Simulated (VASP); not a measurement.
The system is MgO (Periclase).

```
Mg O
1.0
     0.00000    2.10392    2.10392
     2.10392    0.00000    2.10392
     2.10392    2.10392    0.00000
Mg O
1 1
Direct
  0.00000 0.00000 0.00000
  0.50000 0.50000 0.50000
```

Base run:

| Quantity | Value |
| --- | --- |
| Program | VASP 6.6.1 |
| Functional | PBE0 |
| Potentials or basis | VASP PAW PBE potentials, release 64 (Mg, O) |
| Cutoff | 520 eV |
| k mesh | 8 × 8 × 8 |
| Occupations | gaussian, width 0.03 eV |
| Spin | no spin polarisation |

Its results: band gap on the k mesh 7.21 eV, direct; pressure -1.0 GPa.

Question: The run is repeated on the same cell with these changes: functional from PBE0 to PBE. What comes out?

Answer: Band gap on the k mesh 4.76 eV, direct; pressure 4.5 GPa.

PBE0 gives the wider gap, since exact exchange removes part of the self-interaction.

Caveats: the PAW data sets were made with another functional, which shifts forces and pressure a little (some runs).
